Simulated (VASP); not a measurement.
## TiMo under changes of volume

One of the cells (16.309 Å³/atom); the others are scaled copies at fixed shape and fractional positions:

```
Mo Ti
1.0
     1.60413   -2.37606    0.00000
     1.60413    2.37606    0.00000
     0.00000    0.00000    4.27887
Mo Ti
1 1
Direct
  0.00000 0.00000 0.00000
  0.50000 0.50000 0.50000
```

The cell comes from a database or a generator and needn't be the stable form of this composition.

```yaml
Program: VASP 6.6.1
Functional: PBEsol
Potentials_or_basis: VASP PAW PBE potentials, release 64 (Mo_sv, Ti_sv)
Cutoff: 520 eV
k_mesh: 10 × 10 × 6
Occupations: fermi-dirac, width 0.05 eV
Spin: no spin polarisation
```

```tsv
volume (Å³/atom)	energy over the lowest point (meV/atom)	pressure (GPa)
15.030	5.35	4.8
15.350	0.00	0.7
15.669	2.56	-3.1
16.309	28.48	-9.6
16.629	?	?
16.948	77.92	-15.0
```

Question: What does the run at 16.629 Å³/atom give?

Answer: Energy over the lowest point 50.54 meV/atom; pressure -12.4 GPa.

Worked out: A Birch-Murnaghan fit of order 3 (a polynomial in V^(-2/3)) to the other rows has its minimum at 15.40 Å³/atom with B0 = V·E''(V) = 188 GPa and B' = 3.8 at fixed shape and positions, which overstates the stiffness. It gives 50.58 meV/atom at 16.629 Å³/atom, against the run's 50.54, and -dE/dV = -12.4 GPa, against -12.4.

Energies are extrapolated to zero smearing.

Caveats: the PAW data sets were made with another functional, which shifts forces and pressure a little.
